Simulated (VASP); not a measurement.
Level of theory: PBE GGA, VASP's PBE PAW potentials (set 64) (plane waves; VASP).

The input files of a VASP run:

### INCAR
```
ALGO = Normal
EDIFF = 1E-8
EDIFFG = -0.001
ENCUT = 520
GGA = PE
IBRION = 1
ISIF = 2
ISMEAR = 0
LASPH = .TRUE.
LCHARG = .FALSE.
LMAXMIX = 4
LREAL = .FALSE.
LWAVE = .FALSE.
NELM = 100
NSW = 30
PREC = Accurate
SIGMA = 0.05
SYSTEM = PbO2
```

### POSCAR
```
PbO2
1.0
  5.0687934908   0.0000000000   0.0000000000
  0.0000000000   5.0687934908   0.0000000000
  0.0000000000   0.0000000000   3.4552715652
Pb O
2 4
Cartesian
  5.0687934908   5.0687934908   0.0000000000
  2.5343967454   2.5343967454   1.7276357826
  1.5600714409   1.5600714409   0.0000000000
  4.0944681863   0.9743253045   1.7276357826
  0.9743253045   4.0944681863   1.7276357826
  3.5087220499   3.5087220499   3.4552715652
```

**KPOINTS**
```
Automatic
0
G
  4 4 6
0 0 0
```

POTCAR, in this order: Pb_d O (PBE.64 set). Program: vasp_std.

The run wrote:

OSZICAR:
```
       N       E                     dE             d eps       ncg     rms          rms(c)
DAV:   1     0.685184175109E+03    0.68518E+03   -0.26276E+04  1488   0.201E+03
DAV:   2     0.559247436491E+02   -0.62926E+03   -0.60837E+03  1649   0.545E+02
DAV:   3    -0.339224942581E+02   -0.89847E+02   -0.88343E+02  1924   0.226E+02
DAV:   4    -0.373813640430E+02   -0.34589E+01   -0.34472E+01  1814   0.490E+01
DAV:   5    -0.375053968999E+02   -0.12403E+00   -0.12401E+00  2017   0.880E+00    0.139E+01
DAV:   6    -0.319100651485E+02    0.55953E+01   -0.26353E+01  2296   0.555E+01    0.472E+00
DAV:   7    -0.319055485499E+02    0.45166E-02   -0.17542E+00  1811   0.109E+01    0.277E+00
DAV:   8    -0.319005235069E+02    0.50250E-02   -0.48354E-01  2335   0.639E+00    0.120E+00
DAV:   9    -0.318715211888E+02    0.29002E-01   -0.12173E-01  2455   0.415E+00    0.137E-01
DAV:  10    -0.318733407099E+02   -0.18195E-02   -0.10969E-02  1649   0.625E-01    0.105E-01
DAV:  11    -0.318733097648E+02    0.30945E-04   -0.30945E-04  2342   0.197E-01    0.460E-02
DAV:  12    -0.318732890814E+02    0.20683E-04   -0.87143E-05  2028   0.613E-02    0.103E-02
DAV:  13    -0.318732894190E+02   -0.33767E-06   -0.54735E-06  2129   0.211E-02    0.293E-03
DAV:  14    -0.318732891133E+02    0.30574E-06   -0.16778E-06  2149   0.190E-02    0.209E-03
DAV:  15    -0.318732892295E+02   -0.11626E-06   -0.28711E-07  1816   0.425E-03    0.811E-04
DAV:  16    -0.318732894417E+02   -0.21217E-06   -0.35435E-08  1682   0.140E-03    0.179E-04
DAV:  17    -0.318732895118E+02   -0.70081E-07   -0.33073E-09  1038   0.654E-04    0.317E-05
DAV:  18    -0.318732895025E+02    0.93196E-08   -0.22964E-09   989   0.390E-04
   1 F= -.31873290E+02 E0= -.31873257E+02  d E =-.318733E+02
       N       E                     dE             d eps       ncg     rms          rms(c)
DAV:   1    -0.318732912955E+02   -0.17837E-05   -0.11317E-02  1702   0.624E-01    0.156E-02
DAV:   2    -0.318733201559E+02   -0.28860E-04   -0.30096E-04  1875   0.117E-01    0.926E-03
DAV:   3    -0.318733193810E+02    0.77488E-06   -0.53053E-06  1875   0.178E-02    0.617E-03
DAV:   4    -0.318733187651E+02    0.61597E-06   -0.26884E-06  1923   0.149E-02    0.935E-04
DAV:   5    -0.318733187987E+02   -0.33670E-07   -0.78472E-07  1670   0.616E-03    0.662E-04
DAV:   6    -0.318733188070E+02   -0.82928E-08   -0.11886E-08  1199   0.111E-03
   2 F= -.31873319E+02 E0= -.31873287E+02  d E =-.293045E-04
       N       E                     dE             d eps       ncg     rms          rms(c)
DAV:   1    -0.318733151908E+02    0.36080E-05   -0.30755E-03  1702   0.325E-01    0.817E-03
DAV:   2    -0.318733230950E+02   -0.79043E-05   -0.82109E-05  1875   0.613E-02    0.481E-03
DAV:   3    -0.318733228962E+02    0.19886E-06   -0.14566E-06  1900   0.935E-03    0.320E-03
DAV:   4    -0.318733227480E+02    0.14818E-06   -0.72817E-07  1945   0.774E-03    0.489E-04
DAV:   5    -0.318733227518E+02   -0.38372E-08   -0.21233E-07  1663   0.322E-03    0.346E-04
DAV:   6    -0.318733227559E+02   -0.41055E-08   -0.31379E-09  1003   0.573E-04
   3 F= -.31873323E+02 E0= -.31873290E+02  d E =-.394892E-05
```

**OUTCAR**
```
------------------------ aborting loop because EDIFF is reached ----------------------------------------
  FORCE on cell =-STRESS in cart. coord.  units (eV):
  Direction    XX          YY          ZZ          XY          YZ          ZX
  --------------------------------------------------------------------------------------
  Total        0.1248634      0.1248634     -0.0905604      0.0000000      0.0000000      0.0000000
  in kB        2.2534832      2.2534832     -1.6343974      0.0000000      0.0000000      0.0000000
  external PRESSURE =       0.9575230 kB  Pullay stress =       0.0000000 kB
  volume of cell :       88.78
      direct lattice vectors                 reciprocal lattice vectors
     5.068793491  0.000000000  0.000000000     0.197285607  0.000000000  0.000000000
     0.000000000  5.068793491  0.000000000     0.000000000  0.197285607  0.000000000
     0.000000000  0.000000000  3.455271565     0.000000000  0.000000000  0.289412853
 POSITION                                       TOTAL-FORCE (eV/Angst)
 -----------------------------------------------------------------------------------
     -0.00000      0.00000      0.00000        -0.000000      0.000000     -0.000000
      2.53440      2.53440      1.72764        -0.000000      0.000000     -0.000000
      1.56085      1.56085      0.00000        -0.000020     -0.000020     -0.000000
      4.09525      0.97355      1.72764        -0.000020      0.000020     -0.000000
      0.97355      4.09525      1.72764         0.000020     -0.000020     -0.000000
      3.50794      3.50794     -0.00000         0.000020      0.000020      0.000000
 -----------------------------------------------------------------------------------
    total drift:                               -0.000000     -0.000000      0.000000
  FREE ENERGIE OF THE ION-ELECTRON SYSTEM (eV)
  ---------------------------------------------------
  free  energy   TOTEN  =       -31.8733227559 eV

  energy  without entropy=      -31.8732581500  energy(sigma->0) =      -31.87329045

 reached required accuracy - stopping structural energy minimisation
```
(Selected blocks of OUTCAR.)

CONTCAR:
```
PbO2
   1.00000000000000
     5.0687934908000001    0.0000000000000000    0.0000000000000000
     0.0000000000000000    5.0687934908000001    0.0000000000000000
     0.0000000000000000    0.0000000000000000    3.4552715651999999
  Pb              O
     2     4
Direct
    -0.0000000000000000    0.0000000000000000    0.0000000000000000
     0.5000000000000000    0.5000000000000000    0.5000000000000000
     0.3079331242527491    0.3079331242527491    0.0000000000000000
     0.8079331242527492    0.1920668757472509    0.5000000000000000
     0.1920668757472509    0.8079331242527492    0.5000000000000000
     0.6920668757472508    0.6920668757472508   -0.0000000000000000
```

The compound is PbO2 in the rutile structure. This run relaxes the ions in a fixed cell. Symmetry was kept, so distortions that lower it aren't found. The start is the result of an earlier pass.
